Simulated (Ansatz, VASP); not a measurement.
## NaCdCuS2 in two plane-wave programs

Wanted: the spread between two codes on one cell, functional and k mesh. The cell is invented: As first built, before any earlier steps moved the atoms (in the runner's words): it takes the NaLiCdS2 structure with some of its atoms replaced by other elements, volume scaled by an estimate. It may not be a known or stable phase. The cell is taken from a series of runs on this material, whose earlier steps may have relaxed, scaled, displaced or heated it; both programs get it as it stands.

Main program and level: Ansatz 0.2.0; plane waves, with VASP 6.6.1 beside it; single point at BLYP with D3(BJ).

## (1) The structure

It takes space group P3m1 (No. 156, trigonal). Conventional cell: a = 3.945 Å, b = 3.945 Å, c = 7.137 Å, α = 90.00°, β = 90.00°, γ = 120.00°. Nearest to Cd lie 4 S at 2.53 to 2.57 Å. Cu has 3 S at 2.28 Å nearest. Nearest to S lie 3 Cd at 2.57 Å and 3 Na at 2.79 Å. Nearest to S lie 3 Cu at 2.28 Å and 1 Cd at 2.53 Å and 3 Na at 2.91 Å. Nearest to Na lie 6 S at 2.79 to 2.91 Å. As first built, before any earlier steps moved the atoms (in the runner's words): sites of the NaLiCdS2 structure (space group 156) filled with other elements, volume scaled by an estimate. Farther neighbours and most contacts between anions are not listed.

## (2) VASP: single point, BLYP with D3(BJ)

With cell and atoms fixed, the geometry can't cause a difference; cores, projectors, grids and the points listed under the comparison can.

Lines of VASP's logs that name or quote its potential files are left out, and so is its time.

INCAR reads:

```
SYSTEM = NaCdCuS2
PREC = Accurate
ENCUT = 400
EDIFF = 1E-06
NELM = 100
ISMEAR = 0
SIGMA = 0.05
LREAL = .FALSE.
ALGO = Normal
GGA = B5
ALDAX = 1
AGGAX = 1
AGGAC = 1
ALDAC = 0
IVDW = 12
VDW_S6 = 1
VDW_S8 = 2.6996
VDW_A1 = 0.4298
VDW_A2 = 4.2359
NBANDS = 27
LASPH = .TRUE.
LORBIT = 11
LWAVE = .FALSE.
LCHARG = .FALSE.
KPAR = 2
ISIF = 2
```

POSCAR reads:

```
NaCdCuS2
1.0
    3.9446694718      0.0000000000      0.0000000000
   -1.9723347359      3.4161833978      0.0000000000
    0.0000000000      0.0000000000      7.1372133519
Cd Cu S Na
1 1 2 1
Direct
    0.0000000000      0.0000000000      0.3735315838
    0.6666666700      0.3333333300      0.7092428059
    0.6666666700      0.3333333300      0.2075360212
    0.0000000000      0.0000000000      0.7282440751
    0.3333333300      0.6666666700      0.9814465139
```

KPOINTS reads:

```
Automatic mesh
0
Gamma
6 6 3
0 0 0
```

PAW data sets: Cd, Cu, S and Na_pv (PBE family, release 64).

Launch:

```console
$ mpirun -np 2 vasp_std
```

Numbers of over 12 decimals in the logs are rounded to 6 here.

The log of the run:

```text
[banner, memory and clock lines left out]
running    2 mpi-ranks, on    1 nodes
 distrk:  each k-point on    1 cores,    2 groups
 distr:  one band on    1 cores,    1 groups

 POSCAR found type information on POSCAR CdCuS Na
 POSCAR found :  4 types and       5 ions
|                                                                             |
|               ----> ADVICE to this user running VASP <----                  |
|                                                                             |
|     You enforced a specific xc type in the INCAR file but a different       |
|     [... a line on the potential file left out ...]
|     I HOPE YOU KNOW WHAT YOU ARE DOING!                                     |
|                                                                             |

 LDA part: xc-table for (Slater(with rela. corr.)+VWN5), standard interpolation
 POSCAR, INCAR and KPOINTS ok, starting setup
 FFT: planning ... GRIDC
 FFT: planning ... GRID_SOFT
 FFT: planning ... GRID
 WAVECAR not read
 entering main loop
       N       E                     dE             d eps       ncg     rms          rms(c)
DAV:   1     0.351024885452E+03    0.35102E+03   -0.17598E+04   918   0.149E+03
DAV:   2     0.168479823609E+02   -0.33418E+03   -0.32352E+03   932   0.392E+02
DAV:   3    -0.153908673639E+02   -0.32239E+02   -0.31742E+02  1173   0.131E+02
DAV:   4    -0.167317971165E+02   -0.13409E+01   -0.13344E+01  1166   0.265E+01
DAV:   5    -0.167851212007E+02   -0.53324E-01   -0.53282E-01  1302   0.513E+00    0.109E+01
DAV:   6    -0.153154077613E+02    0.14697E+01   -0.18315E+01  1417   0.629E+01    0.876E+00
DAV:   7    -0.147575107083E+02    0.55790E+00   -0.47559E+00  1289   0.537E+01    0.629E+00
DAV:   8    -0.147782521069E+02   -0.20741E-01   -0.49929E-01  1068   0.400E+00    0.242E+00
DAV:   9    -0.147705434646E+02    0.77086E-02   -0.81581E-02  1348   0.532E+00    0.352E-01
DAV:  10    -0.147701812372E+02    0.36223E-03   -0.16020E-02  1436   0.255E+00    0.148E-01
DAV:  11    -0.147702980060E+02   -0.11677E-03   -0.20369E-03  1337   0.604E-01    0.771E-02
DAV:  12    -0.147703254015E+02   -0.27395E-04   -0.58012E-04  1404   0.507E-01    0.589E-02
DAV:  13    -0.147703292524E+02   -0.38510E-05   -0.11907E-04  1377   0.202E-01    0.111E-02
DAV:  14    -0.147703318927E+02   -0.26403E-05   -0.14879E-05  1212   0.335E-02    0.580E-03
DAV:  15    -0.147703317943E+02    0.98390E-07   -0.13630E-06   851   0.124E-02
   1 F= -.18590847E+02 E0= -.18590847E+02  d E =-.230094E-06
```

OUTCAR, selected parts (step 2):

```text
ion  position               nearest neighbor table
   1  0.000  0.000  0.374-   4 2.53   3 2.57   3 2.57   3 2.57
   2  0.667  0.333  0.709-   4 2.28   4 2.28   4 2.28
   3  0.667  0.333  0.208-   1 2.57   1 2.57   1 2.57   5 2.79   5 2.79   5 2.79
   4  0.000  0.000  0.728-   2 2.28   2 2.28   2 2.28   1 2.53
   5  0.333  0.667  0.981-   3 2.79   3 2.79   3 2.79

  LATTYP: Found a hexagonal cell.
 ALAT       =     3.9446694718
 C/A-ratio  =     1.8093311500

 Subroutine GETGRP returns: Found  6 space group operations
 (whereof  6 operations were pure point group operations)

The static configuration has the point symmetry C_3v.

 Found     17 irreducible k-points:

   k-points           NKPTS =     17   k-points in BZ     NKDIM =     17   number of bands    NBANDS=     27

   dimension x,y,z NGX =    28 NGY =   28 NGZ =   48
   dimension x,y,z NGXF=    56 NGYF=   56 NGZF=   96

   ENCUT  =  400.0 eV  29.40 Ry    5.42 a.u.   6.43  6.43 11.64*2*pi/ulx,y,z

   NELECT =      42.0000    total number of electrons

 k-points in reciprocal lattice and weights: Automatic mesh
   0.00000000  0.00000000  0.00000000       0.009
   0.16666667  0.00000000  0.00000000       0.056
   0.33333333  0.00000000  0.00000000       0.056
   0.50000000  0.00000000  0.00000000       0.028
   0.16666667  0.16666667  0.00000000       0.056
   0.33333333  0.16666667  0.00000000       0.111
   0.33333333  0.33333333  0.00000000       0.019
   0.00000000  0.00000000  0.33333333       0.019
   0.16666667  0.00000000  0.33333333       0.056
[...]
-0.16666667  0.50000000  0.33333333       0.111
   0.33333333  0.33333333  0.33333333       0.037

 average (electrostatic) potential at core
       1 -37.9755       2 -66.4062       3 -87.0509       4 -87.5299       5 -45.5019

 E-fermi :   4.6781

 k-point     1 :       0.0000    0.0000    0.0000
  band No.  band energies     occupation
    ...
     17       2.3765      2.00000
     18       2.7892      2.00000
     19       2.7892      2.00000
     20       4.5311      1.99997
     21       4.5311      1.99997
     22       4.8174      0.00008
     23       6.3847      0.00000
     24       9.3797      0.00000
     25      10.1365      0.00000
     26      10.1378      0.00000
    ...

 k-point     2 :       0.1667    0.0000    0.0000
  band No.  band energies     occupation
    ...
     17       2.0960      2.00000
     18       2.5597      2.00000
     19       2.6727      2.00000
     20       3.5022      2.00000
     21       4.0773      2.00000
     22       5.7924      0.00000
     23       7.3252      0.00000
     24       9.1120      0.00000
     25       9.6702      0.00000
     26      10.1901      0.00000
    ...

 k-point     3 :       0.3333    0.0000    0.0000
  band No.  band energies     occupation
    ...
     17       2.0847      2.00000
     18       2.1891      2.00000
     19       2.5103      2.00000
     20       2.8949      2.00000
     21       3.2970      2.00000
     22       6.6053      0.00000
     23       7.4196      0.00000
     24       7.8941      0.00000
     25       9.4708      0.00000
     26      10.3245      0.00000
    ...

 Edisp (eV)   -3.82052

  Total       0.00747     0.00747     0.00153     0.00000     0.00000     0.00000
  in kB       0.12448     0.12448     0.02541     0.00000     0.00000     0.00000
  external pressure =        0.09 kB  Pullay stress =        0.00 kB

  energy-cutoff  :      400.00
  volume of cell :       96.18
      direct lattice vectors                 reciprocal lattice vectors
     3.944669472  0.000000000  0.000000000     0.253506664  0.146362166  0.000000000
    -1.972334736  3.416183398  0.000000000     0.000000000  0.292724331  0.000000000
     0.000000000  0.000000000  7.137213352     0.000000000  0.000000000  0.140110706

 POSITION                                       TOTAL-FORCE (eV/Angst)
 -----------------------------------------------------------------------------------
      0.00000      0.00000      2.66597         0.000000     -0.000000     -0.006737
      1.97233      1.13873      5.06202         0.000000      0.000000      0.000649
      1.97233      1.13873      1.48123         0.000000     -0.000000      0.004767
      0.00000      0.00000      5.19763        -0.000000     -0.000000      0.003183
     -0.00000      2.27746      7.00479        -0.000000      0.000000     -0.001862
 -----------------------------------------------------------------------------------
    total drift:                               -0.000008     -0.000008     -0.001410

  FREE ENERGIE OF THE ION-ELECTRON SYSTEM (eV)
  ---------------------------------------------------
  free  energy   TOTEN  =       -18.5908468025 eV

  energy  without entropy=      -18.5908465725  energy(sigma->0) =      -18.59084669

 total charge
# of ion       s       p       d       tot
------------------------------------------
    1        0.429   0.318   9.573  10.320
    2        0.401   0.329   9.308  10.037
    3        1.340   2.436   0.000   3.776
    4        1.321   2.429   0.000   3.750
    5        0.058   5.992   0.000   6.050
--------------------------------------------------
tot          3.549  11.504  18.881  33.933

[... 3 further parts left out ...]
```

This run has no spin polarisation, so a moment on Cu, if there is one, isn't seen.

## (3) Ansatz: single point, BLYP with D3(BJ)

Ansatz runs on its default PAW (the set named soft_2) files.

The same cell, functional (in two slightly different forms), mesh and smearing now go to Ansatz, which takes its cutoff from its data sets.

input.yaml reads:

```yaml
crystal:
  lattice:
    - [3.9446694718, 0.0, 0.0]
    - [-1.9723347359, 3.4161833978, 0.0]
    - [0.0, 0.0, 7.1372133519]
  atoms:
    - { symbol: Cd, position: [0.0, 0.0, 0.3735315838] }
    - { symbol: Cu, position: [0.66666667, 0.33333333, 0.7092428059] }
    - { symbol: S, position: [0.66666667, 0.33333333, 0.2075360212] }
    - { symbol: S, position: [0.0, 0.0, 0.7282440751] }
    - { symbol: Na, position: [0.33333333, 0.66666667, 0.9814465139] }
hamiltonian:
  xc: blyp
  pseudopotentials: { kind: paw }
  dispersion: d3bj
kpoints:
  mp_grid: { grid: [6, 6, 3] }
  band_path:
    path:
      - [0.0, 0.0, 0.0]
      - [0.13333, 0.0, 0.0]
      - [0.3, 0.0, 0.0]
      - [0.46667, 0.0, 0.0]
      - [0.46667, 0.06667, 0.0]
      - [0.41111, 0.17778, 0.0]
      - [0.35556, 0.28889, 0.0]
      - [0.28889, 0.28889, 0.0]
      - [0.17778, 0.17778, 0.0]
      - [0.06667, 0.06667, 0.0]
      - [0.0, 0.0, 0.03333]
      - [0.0, 0.0, 0.2]
      - [0.0, 0.0, 0.36667]
      - [0.0, 0.0, 0.5]
      - [0.16667, 0.0, 0.5]
      - [0.3, 0.0, 0.5]
      - [0.46667, 0.0, 0.5]
      - [0.46667, 0.06667, 0.5]
      - [0.41111, 0.17778, 0.5]
      - [0.35556, 0.28889, 0.5]
      - [0.28889, 0.28889, 0.5]
      - [0.17778, 0.17778, 0.5]
      - [0.06667, 0.06667, 0.5]
      - [0.5, 0.0, 0.46667]
      - [0.5, 0.0, 0.3]
      - [0.5, 0.0, 0.13333]
      - [0.33333, 0.33333, 0.0]
      - [0.33333, 0.33333, 0.16667]
      - [0.33333, 0.33333, 0.33333]
      - [0.33333, 0.33333, 0.5]
    npoints: 1
scf:
  occupations: { method: gaussian, width: 0.05 }
  n_extra_bands: 8
output:
  forces: true
  stress: true
  eigenvalues: true
  write_density: true
  write_potential: true
  elf: true
  volumetric_format: npy
```

Launch:

```console
$ ansatz run input.yaml --threads 2 --pin off --max-ram 4608MiB --backend cpu --events-out ev --progress --plain --runs-dir out
```

The log of the run:

```text
scf.n_extra_bands = 8 over 30 filled bands (N_el = 60.0): the run solves 38 bands
Engine: ansatz 0.2.0, aarch64-unknown-linux-gnu
Pseudopotentials: kind: paw
Pseudopotential: Cd, paw, valence charge 20, recommended cutoff 420 eV (normal), Cd.paw.azcp
Pseudopotential: Cu, paw, valence charge 19, recommended cutoff 420 eV (normal), Cu.paw.azcp
Pseudopotential: S, paw, valence charge 6, recommended cutoff 420 eV (normal), S.paw.azcp
Pseudopotential: Na, paw, valence charge 9, recommended cutoff 420 eV (normal), Na.paw.azcp
Functional definition: BLYP
  parameter beta = 0.0042
  parameter a = 0.04918
  parameter b = 0.132
  parameter c = 0.2533
  parameter d = 0.349
  exchange = b88_x(beta = beta)
  correlation = lyp_c(a = a, b = b, c = c, d = d)
Crystal: 5 atoms, lattice volume = 96.179 Å³
Basis set: ecut = 420 eV, 1907 PW (Γ), exchange–correlation on 54×54×96 points (8 copies of the dense FFT grid, shifted against one another)
Bands: 38, of which v1, the nominal top of the filled ones, is band 30 counted from 1 (29 counted from 0)
Symmetry: 6 space group operations
Space group: P3m1 (ITA 156), of the structure as read, at distance tolerance 4.6e-5 Å
k-points: 17 of 108 (time reversal used)
Non-local potential: Cd, projectors of the file, l = 0: 3, l = 1: 2, l = 2: 2, l = 3: 1
Non-local potential: Cu, projectors of the file, l = 0: 3, l = 1: 2, l = 2: 3, l = 3: 1
Non-local potential: S, projectors of the file, l = 0: 2, l = 1: 2, l = 2: 2
Non-local potential: Na, projectors of the file, l = 0: 3, l = 1: 2, l = 2: 1
PAW form: soft (Blöchl's): semilocal exchange-correlation on the pseudo side does not see the compensation charge
PAW frozen core: Cd, regenerated for the run's functional, and the local potential with it (the file was generated under x = pbe(κ = 0.804, μ = 0.219515), c = pbe(β = 0.066725))
PAW frozen core: Cu, regenerated for the run's functional, and the local potential with it (the file was generated under x = pbe(κ = 0.804, μ = 0.219515), c = pbe(β = 0.066725))
PAW frozen core: S, regenerated for the run's functional, and the local potential with it (the file was generated under x = pbe(κ = 0.804, μ = 0.219515), c = pbe(β = 0.066725))
PAW frozen core: Na, regenerated for the run's functional, and the local potential with it (the file was generated under x = pbe(κ = 0.804, μ = 0.219515), c = pbe(β = 0.066725))
PAW one-centre angular grid: Cd, 590 points (default); XC on 64 Gauss nodes
PAW one-centre angular grid: Cu, 590 points (default); XC on 64 Gauss nodes
PAW one-centre angular grid: S, 110 points (default); XC on 64 Gauss nodes
PAW one-centre angular grid: Na, 110 points (default); XC on 96 Gauss nodes
Initial density: superposition of atomic densities (neutral atoms: chi_scale 0, normalization atom), corrected by the library's trained network
Initial wavefunctions: pseudopotential atomic-orbital guess
Functional: x = b88, c = lyp
SCF iter   1: F=—  HF=-18214.095433 eV  |F-HF|=—  |Δ(HF+E_count)|=         —  Δρ=8.12e-3  dr2=9.50e-2  ethr=1.77e-3  ⟨swp⟩=6.4  Hψ=2617  notcnv=0  defer=6
preconditioner: auto → Resta (q_TF=auto, 2.522 Å⁻¹)  ε∞=4.3  [insulator: Δε(μ)=0.449 eV  Ē_g=13.434 eV  σ=0.050 eV  W_gap=1.00  n_scr=22 (ndim 8)  ℏωp=24.5 eV  f_vac=0.045  D(μ)=0.00/eV (n_scr^D=0)  ε∞_Penn≈4.3]
SCF iter   2: F=—  HF=-18214.074703 eV  |F-HF|=—  |Δ(HF+E_count)|=   2.07e-2  Δρ=4.75e-3  dr2=1.61e-2  ethr=1.58e-4  ⟨swp⟩=2.1  Hψ=1028  notcnv=0  defer=49
SCF iter   3: F=—  HF=-18214.073616 eV  |F-HF|=—  |Δ(HF+E_count)|=   1.09e-3  Δρ=4.67e-3  dr2=1.81e-2  ethr=2.68e-5  ⟨swp⟩=2.1  Hψ=1196  notcnv=0  defer=49
SCF iter   4: F=—  HF=-18214.069670 eV  |F-HF|=—  |Δ(HF+E_count)|=   3.95e-3  Δρ=9.35e-4  dr2=1.12e-3  ethr=2.68e-5  ⟨swp⟩=2.1  Hψ=837  notcnv=0  defer=49
SCF iter   5: F=—  HF=-18214.069547 eV  |F-HF|=—  |Δ(HF+E_count)|=   1.23e-4  Δρ=4.83e-4  dr2=1.55e-4  ethr=1.87e-6  ⟨swp⟩=2.0  Hψ=967  notcnv=0  defer=49
SCF iter   6: F=—  HF=-18214.069546 eV  |F-HF|=—  |Δ(HF+E_count)|=   5.38e-7  Δρ=1.04e-4  dr2=8.87e-6  ethr=2.59e-7  ⟨swp⟩=2.0  Hψ=843  notcnv=0  defer=49
SCF iter   7: F=—  HF=-18214.069529 eV  |F-HF|=—  |Δ(HF+E_count)|=   1.72e-5  Δρ=6.90e-5  dr2=2.99e-6  ethr=1.48e-8  ⟨swp⟩=2.0  Hψ=1073  notcnv=0  defer=49
SCF iter   8: F=—  HF=-18214.069530 eV  |F-HF|=—  |Δ(HF+E_count)|=   4.92e-7  Δρ=1.70e-5  dr2=2.81e-7  ethr=4.99e-9  ⟨swp⟩=2.1  Hψ=786  notcnv=0  defer=49
SCF iter   9: F=-18214.069530 eV  HF=-18214.069530 eV  |F-HF|=1.96e-8  |Δ(HF+E_count)|=   3.70e-9  Δρ=8.99e-6  dr2=5.94e-8  ethr=1.67e-10  ⟨swp⟩=13.1  Hψ=4395  notcnv=0
SCF 1 converged in 9 iterations: F = -18214.069530 eV  dr2 = 5.94e-8
  greatest PAW one-centre occupation: 1.000 electrons in one spin orbital (limit 2), on the Cd atom at site 0 (counted from 0), in its partial waves of l = 0
NSCF: frozen V_eff on 30 k-points
SCF converged after 9 iterations
Free energy (F): -18214.069530 eV
Harris-Foulkes:  -18214.069530 eV  (|F-HF|=1.96e-8)
Internal energy: -18214.069528 eV  (E = F + TS)
E sigma→0 (E₀):  -18214.069529 eV
Entropy (-TS):   -0.000002 eV (-0.000 meV/atom)
Fermi energy:    9.470723 eV
--- Per-component energies (eV) ---
  E_band       = -1133.885677
  E_kinetic    = 1146.643053
  E_local      = -10844.277091  (includes V_loc(G=0)·N_el)
  E_nonlocal   = 595.364405
  E_hartree    = 4786.921633
  E_xc         = -495.685754
  E_vxc        = -554.508189  (∫ρ·V_xc dr)
  E_paw        = -7260.692835  (= ΣΔE_a)
  E_vpaw       = -1050.974531  (= ΣTr[D̂ρ^β])
  E_aug_tail   = 0.000242  (compensation charges beyond the density's cutoff)
  E_ewald      = -6138.641299
  E_disp       = -3.820912  (pairwise vdW)
  E_core_change = 0.119029  (= ΣΔE_core)
  E_smearing   = -0.000002  (= −TS)
  E_closure    = 0.000000  (closes the sum)
  Σ components = -18214.069530   (vs F -18214.069530, Δ=0.00e0)
--- Forces (eV/Å), atoms counted from 1 ---
  atom   1  Cd    -0.00000000     0.00000000    -0.01309497
  atom   2  Cu     0.00000000     0.00000000     0.00205885
  atom   3  S      0.00000000     0.00000000     0.04893447
  atom   4  S      0.00000000    -0.00000000    -0.04001979
  atom   5  Na    -0.00000000    -0.00000000     0.00211063
  max |Σ_I F_I| component: 1.08e-5 eV/Å
--- Stress (GPa, compression-positive) ---
        0.049139      -0.000000       0.000000
        0.000000       0.049139       0.000000
        0.000000       0.000000       0.122925
  P = ⅓ Tr σ = 0.0737 GPa (0.737 kbar)
--- Band table (eV; the first three rows and the last of 17) ---
  k-point 0: bands = [... 26 lower, 7.5849, 7.5849, 9.3406, 9.3406, 9.5918, 11.1469, 14.1563, 14.8936, ... 4 higher]
  k-point 1: bands = [... 26 lower, 7.6014, 7.6014, 9.3252, 9.3252, 10.3870, 11.1218, 13.5460, 14.8522, ... 4 higher]
  k-point 2: bands = [... 26 lower, 7.3573, 7.4792, 8.3051, 8.8849, 10.5711, 12.0909, 13.8902, 14.4404, ... 4 higher]
  k-point 16: bands = [... 26 lower, 6.8998, 7.2538, 7.4499, 7.8660, 11.7510, 12.0113, 12.8885, 14.5885, ... 4 higher]
```

The column dr2 measures how far the density is from self-consistency, as an energy; F and HF (Harris–Foulkes) agree once it is small.

## (4) Differences

Known differences besides the potentials themselves: the data sets hold 60 valence electrons in Ansatz (default PAW (the set named soft_2) files) and 42 in VASP; the cutoff is 420 eV in Ansatz and 400 eV in VASP; Ansatz makes its cores anew for this functional, VASP keeps those of its PBE data sets; VASP's log shows a relativistic correction to its local exchange, Ansatz's none. Total energies have different zeros and are not compared.

Both answers:

```csv
quantity,Ansatz,VASP,difference
pressure (GPa),0.07,0.01,+0.06
gap on the k mesh (eV),0.251,0.286,-0.035
```

At this near-relaxed geometry the largest component of a force difference is 44 meV/Å. A gap on the mesh is an upper bound, since the band edges may lie between its points. Ansatz's pressure holds a Pulay correction of 0.03 GPa; VASP's holds none.

## (5) Further runs

Further runs change the set-up of one program: Ansatz's method, potentials or start, or VASP's data sets, cutoff or form of LDA. The table gives Ansatz less VASP for each quantity, since a change that brings one quantity closer may part another.

```csv
run,r.m.s. force difference (meV/Å),pressure (GPa),gap on the k mesh (eV)
as above,16,0.065,-0.035
"VASP with the data sets Cd_sv_GW, Cu_sv_GW, S_GW and Na_sv_GW and a cutoff of 750 eV",4.9,0.16,-0.020
"VASP with the data sets Cd, Cu, S_h and Na_pv and a cutoff of 650 eV",18,-0.34,-0.034
```

## (6) Summary of results

- r.m.s. force difference (single point, BLYP with D3(BJ)): 16 meV/Å

In words: The r.m.s. force difference is 16 meV/Å (single point, BLYP with D3(BJ)), beyond the 12 meV/Å picked in this series as the mark of a large difference. Single point, BLYP with D3(BJ), VASP with the data sets Cd_sv_GW, Cu_sv_GW, S_GW and Na_sv_GW and a cutoff of 750 eV: r.m.s. force difference goes from 16 to 4.9 meV/Å; the difference in pressure goes from 0.065 to 0.16 GPa; the difference in gap on the k mesh goes from -0.035 to -0.020 eV. Single point, BLYP with D3(BJ), VASP with the data sets Cd, Cu, S_h and Na_pv and a cutoff of 650 eV: the difference in pressure goes from 0.065 to -0.34 GPa. How closely two codes agree says nothing of how well the functional describes the real material.

[Lines on the potential files, build, host, timing and source positions are cut from VASP's logs without a mark.]

[Logs are printed without paths, hosts, clocks, repeated set-up lines and the standing remarks that a program may print on its own settings, such as how far it seeks lower states.]

[Hosts, paths, dates, database ids (printed as entryN), source tags and the programs' standing remarks are cut or masked in the printed files.]
